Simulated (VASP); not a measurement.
Given:

```
Be3ZnTe4
1.0
    5.73010     0.00000     0.00000
    0.00000     5.73010     0.00000
    0.00000     0.00000     5.73010
Zn Te Be
1 4 3
Direct
  0.00000   0.00000   0.00000
  0.26015   0.26015   0.26015
  0.73985   0.73985   0.26015
  0.73985   0.26015   0.73985
  0.26015   0.73985   0.73985
  0.50000   0.50000   0.00000
  0.50000   0.00000   0.50000
  0.00000   0.50000   0.50000
```

Level of theory: PBEsol GGA, VASP's PBE PAW potentials (set 64) (plane waves; VASP 6.6.1). Settings: 400 eV cut-off, Gaussian smearing of 0.050 eV, potentials Zn Te Be.

Unless said otherwise, spin-orbit coupling is left out, though it shifts the bands of the heavy elements here.

### Question
Predict the band gap (along the path) with the smallest direct gap where there is one.

### Answer

```
Item                                   Result
------------------------------------  -------
band gap (along the path)             1.79 eV
smallest direct gap (along the path)  1.79 eV
```

The absolute energy has meaning only against runs of the same code, potentials and settings.

The structure was generated: Be3ZnTe4 was put into an ordered model structure (P-43m), which need not be its known phase. It was relaxed first.
